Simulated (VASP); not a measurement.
Here is a VASP 6.6.1 calculation.

Contents of INCAR:

```
SYSTEM = Pt4F
PREC     = Accurate       ! precision mode
ENCUT    = 520            ! plane-wave cutoff, eV
EDIFF    = 1E-6           ! SCF threshold, eV
ISMEAR   = -1             ! smearing method
SIGMA    = 0.05           ! smearing width, eV
LREAL    = .False.        ! projectors in reciprocal space
LASPH    = .True.         ! aspherical terms in the spheres
NELM     = 100            ! most SCF steps
ALGO     = Normal         ! electronic algorithm
ISIF     = 2              ! what is computed and relaxed
LWAVE    = .False.        ! write WAVECAR
LCHARG   = .True.         ! write CHGCAR
GGA      = PE             ! functional
LELF     = .True.         ! ELF
LVHAR    = .True.       
NBANDS   = 32             ! bands
```

The input KPOINTS:

```
regular mesh
0
Gamma
  4 3 3
  0 0 0
```

Contents of POSCAR:

```
Pt4F
1.0
    0.0000000000      0.0000000000      3.8252940000
    3.0845670000     -3.0845670000      1.9126470000
    3.0845670000      3.0845670000     -1.9126470000
Pt F
4 1
Direct
    0.3791307392      0.8004008342      0.5961961598
    0.2513613304      0.3670570294      0.8151627117
    0.6100657741      0.2017544116      0.3894711964
    0.7582121641      0.6341133131      0.1979389652
    0.0126305537     -0.0341498499      0.0126395374
```

Potentials or basis: VASP PAW PBE potentials, release 64 (Pt, F).

Launch:

```bash
$ cat potpaw_PBE.64/Pt/POTCAR potpaw_PBE.64/F/POTCAR > POTCAR
$ mpirun -np 1 vasp_std > vasp.out
```

Problem. Estimate the band gap on the k mesh.

Solution. None (metal or under the smearing width).

Problem. Predict the pressure.

Solution. 5.7 GPa.

Forces in eV/Å, atoms in the order of the input:
```
Pt   0.218  0.482  0.558
Pt  -0.005 -1.025 -0.803
Pt   0.930  0.142 -0.665
Pt  -1.084  0.820  0.909
F   -0.059 -0.418  0.002
```

Caveat: the k mesh is coarse (spacing up to 0.48 Å⁻¹), so the values aren't converged; an odd number of electrons without spin polarisation forces a metal; a magnetic or distorted state may lie lower. The run has no spin-orbit coupling, so splittings on Pt are missing.
